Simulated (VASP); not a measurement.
Input:

```
Lu
1.0
    1.73382    -3.00307     0.00000
    1.73382     3.00307     0.00000
    0.00000     0.00000     5.40651
Lu
2
Direct
  0.33333   0.66667   0.25000
  0.66667   0.33333   0.75000
```

Method: PBE GGA with D3 dispersion (Becke-Johnson damping), VASP's PBE PAW potentials (set 64) (plane waves; VASP). Numerical set-up: 520 eV cut-off, Gaussian smearing of 0.050 eV, potentials Lu_3.

### Question
Give the energies of bands 7 to 12 at the high-symmetry points, in eV from the Fermi level.

### Answer

```csv
band,Γ,M,K,A,L,H
7,-6.14,-2.39,-0.98,-4.41,-2.17,-0.64
8,-2.46,-1.45,-0.98,-4.41,-2.17,-0.64
9,0.81,-0.89,-0.74,1.24,0.12,-0.48
10,2.23,-0.32,-0.62,1.24,0.12,-0.48
11,2.23,1.69,1.34,2.14,1.45,0.42
12,2.70,1.89,1.34,2.14,1.45,0.42
```

It has no gap at this level: it comes out as a metal or semimetal.

The compound is Lu in the hcp structure. It was relaxed first.
